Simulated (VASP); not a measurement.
Here is the system:

```xyz
8
Lattice="0.0000 2.9909 2.9909 2.9909 0.0000 2.9909 11.9875 11.9875 -0.0240" Properties=species:S:1:pos:R:3 pbc="T T T"
In    11.9313    11.9313     0.0323
In     2.9937     2.9937    -0.0028
In     9.0331     9.0331     5.9214
As     1.4776     1.4776     1.5133
As     4.5254     4.5254     1.4564
As     7.5721     7.5721     1.4006
As    10.4068    10.4068     1.5568
Ga     8.9889     8.9889    -0.0162
```

Computed with PBEsol GGA, VASP's PBE PAW potentials (set 64) (plane waves; VASP 6.6.1). Settings: 400 eV cut-off, Gaussian smearing of 0.050 eV, potentials In_d As Ga_d.

Problem. Give the energies of bands 27 to 40 at the high-symmetry points, in eV from the Fermi level.

Solution. 
```csv
band,Γ,T,H2,L,S0,F
27,-3.81,-2.16,-5.65,-5.71,-5.65,-5.65
28,-1.19,-1.95,-5.63,-5.67,-5.63,-5.50
29,-1.19,-1.18,-3.58,-2.81,-3.58,-2.92
30,-0.66,-1.18,-3.43,-2.78,-3.41,-2.87
31,-0.66,-0.79,-3.29,-2.44,-3.33,-2.49
32,-0.50,-0.79,-3.19,-2.11,-3.17,-2.43
33,-0.50,-0.26,-2.13,-2.05,-2.19,-1.88
34,-0.48,-0.26,-2.09,-1.96,-2.03,-1.71
35,-0.11,-0.14,-1.90,-1.33,-1.94,-1.08
36,0.00,-0.14,-1.81,-1.22,-1.77,-1.01
37,0.00,0.24,2.25,1.31,2.13,0.73
38,0.58,1.13,2.27,1.82,2.56,1.36
39,1.22,1.19,2.95,1.87,2.59,1.66
40,1.42,1.28,3.00,1.89,3.22,2.15
```

It has no gap at this level: it comes out as a metal or semimetal.

The structure was generated: GaIn3As4 was put into an ordered model structure (R3m), which need not be its known phase. It was relaxed first.
